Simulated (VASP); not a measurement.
Data:

```
CELL_PARAMETERS angstrom
      4.30614     0.00000     0.00000
      2.87076     3.20961     0.00000
      0.00000     0.00000    29.13414
ATOMIC_POSITIONS crystal
  Ni 0.45000 0.45000 0.27063
  Ni 0.75000 0.75000 0.29761
  Ni 0.05000 0.05000 0.32460
  Ni 0.35000 0.35000 0.35158
  Ni 0.65000 0.65000 0.37857
  Ni 0.95000 0.95000 0.40555
  Ni 0.25000 0.25000 0.43254
  Ni 0.55000 0.55000 0.45952
  Ni 0.85000 0.85000 0.48651
  Ni 0.15000 0.15000 0.51349
  Ni 0.45000 0.45000 0.54048
  Ni 0.75000 0.75000 0.56746
  Ni 0.05000 0.05000 0.59445
  Ni 0.35000 0.35000 0.62143
  Ni 0.65000 0.65000 0.64842
  Ni 0.95000 0.95000 0.67540
  Ni 0.25000 0.25000 0.70239
  Ni 0.55000 0.55000 0.72937
```
Starting moments (μB, in the order of the record's atoms Ni Ni Ni Ni Ni Ni Ni Ni Ni Ni Ni Ni Ni Ni Ni Ni Ni Ni): 0.8 0.8 0.8 0.8 0.8 0.8 0.8 0.8 0.8 0.8 0.8 0.8 0.8 0.8 0.8 0.8 0.8 0.8.

The numbers are results of PBE GGA, VASP's PBE PAW potentials (set 64) (plane waves; VASP 6.6.1), not measurements. Run with PREC = Normal, LREAL = Auto, EDIFF = 1E-5, 400 eV cut-off, 9×9×1 Γ-centred mesh, first-order Methfessel-Paxton smearing of 0.10 eV, potentials Ni.

The ions are relaxed. What does this cell relax into?

```
CELL_PARAMETERS angstrom
      4.30614     0.00000     0.00000
      2.87076     3.20961     0.00000
      0.00000     0.00000    29.13414
ATOMIC_POSITIONS crystal
  Ni 0.44873 0.44873 0.27408
  Ni 0.75019 0.75019 0.29771
  Ni 0.05238 0.05238 0.32260
  Ni 0.34930 0.34930 0.35105
  Ni 0.64866 0.64866 0.37829
  Ni 0.94991 0.94991 0.40494
  Ni 0.25048 0.25048 0.43214
  Ni 0.55051 0.55051 0.45942
  Ni 0.85020 0.85020 0.48634
  Ni 0.14980 0.14980 0.51366
  Ni 0.44949 0.44949 0.54058
  Ni 0.74952 0.74952 0.56786
  Ni 0.05009 0.05009 0.59506
  Ni 0.35134 0.35134 0.62171
  Ni 0.65070 0.65070 0.64895
  Ni 0.94762 0.94762 0.67740
  Ni 0.24981 0.24981 0.70229
  Ni 0.55127 0.55127 0.72592
``` The cell ends with 11.97 μB, on the sites 0.79 0.71 0.65 0.66 0.66 0.67 0.64 0.65 0.65 0.65 0.65 0.64 0.67 0.66 0.66 0.65 0.71 0.79 μB.

How much energy does the relaxation gain?

The energy (σ→0) changes by -6.8 meV/atom, in 10 ionic steps.

```
step  E(σ→0) (eV)  max force (eV/Å)  pressure (GPa)  volume (Å³)
----  -----------  ----------------  --------------  -----------
1        -94.2383             0.794           -1.92       402.66
2        -94.3156             0.500           -1.80       402.66
3        -94.3499             0.192           -1.39       402.66
4        -94.3503             0.157           -1.43       402.66
5        -94.3575             0.070           -1.40       402.66
6        -94.3592             0.066           -1.34       402.66
7        -94.3592             0.075           -1.34       402.66
8        -94.3602             0.033           -1.32       402.66
9        -94.3602             0.030           -1.31       402.66
10       -94.3602             0.026           -1.33       402.66
```

The cell is a thin slab with vacuum, built from Ni (fcc): (210) face.
